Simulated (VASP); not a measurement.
Set up this calculation in VASP 6.6.1, as the native input.

| Property | Result |
| --- | --- |
| Task | relaxation of cell and atoms |
| Functional | PBE |
| Potentials or basis | VASP PAW PBE potentials, release 64 (Al, In_d, N) |
| Cutoff | 520 eV |
| k mesh | 4 × 4 × 2 |
| Occupations | gaussian, width 0.15 eV |
| Spin | no spin polarisation |
| Further INCAR settings | PREC = Normal; ALGO = Fast; EDIFF = 0.0001; IBRION = 2; EDIFFG = -0.08; NSW = 24; ISIF = 3 |

The structure of Al2InN3 lies in POSCAR:

```
Al2InN3
1.0
    3.9063772800      0.0000000000      0.0000000000
   -1.9531886400      3.3830219600      0.0000000000
    0.0000000000      0.0000000000      8.5098423900
Al In N
2 1 3
Direct
    0.3333333300      0.6666666700      0.2516720000
    0.3333333300      0.6666666700      0.7483280000
    0.6666666700      0.3333333300      0.0000000000
    0.6666666700      0.3333333300      0.5000000000
    0.0000000000      0.0000000000      0.0000000000
    0.0000000000      0.0000000000      0.5000000000
```

The cell was built by a generator and needn't be a form met in nature.

The input as run:

INCAR

```
PREC     = Normal         # precision mode
ENCUT    = 520            # plane-wave cutoff, eV
EDIFF    = 1E-4           # SCF threshold, eV
ISMEAR   = 0              # smearing method
SIGMA    = 0.15           # smearing width, eV
LREAL    = F              # projectors in reciprocal space
LASPH    = T              # aspherical terms in the spheres
NELM     = 60             # most SCF steps
ALGO     = Fast           # electronic algorithm
ISIF     = 3              # what is computed and relaxed
LWAVE    = F              # write WAVECAR
LCHARG   = F              # write CHGCAR
GGA      = PE             # functional
IBRION   = 2              # ionic algorithm
NSW      = 24             # ionic steps
EDIFFG   = -0.08          # ionic threshold
```

KPOINTS

```
Automatic mesh
0
Gamma
  4 4 2
```

Potentials or basis: VASP PAW PBE potentials, release 64 (Al, In_d, N).

Command:

```console
$ cat potpaw_PBE.64/Al/POTCAR potpaw_PBE.64/In_d/POTCAR potpaw_PBE.64/N/POTCAR > POTCAR
$ mpirun -np 1 vasp_std > vasp.out
```

Results of the run:

- Relaxed volume: 14.33 Å³/atom
- Relaxed cell: a = 3.605 Å, b = 3.605 Å, c = 7.639 Å, α = 90.00°, β = 90.00°, γ = 120.00°
- Space group after relaxing (to 0.05 Å): P-6m2 (No. 187)
- Energy gained by relaxing: 633.9 meV/atom
- Ionic steps: 13
- Pressure after relaxing: -0.4 GPa
- Largest force after relaxing: 0.022 eV/Å
- Band gap on the k mesh: none (metal or under the smearing width)

Caveat: the k mesh is coarse (spacing up to 0.46 Å⁻¹), so the values aren't converged; the volume moved by over 15 % at a fixed basis, so the end points are rough; the relaxation stopped at a loose force limit of 0.08 eV/Å, so its end isn't a converged minimum.

It took 110 s on 1 thread of Intel(R) Xeon(R) Platinum 8488C (Sapphire Rapids), on a shared host, peak memory 0.18 GiB.
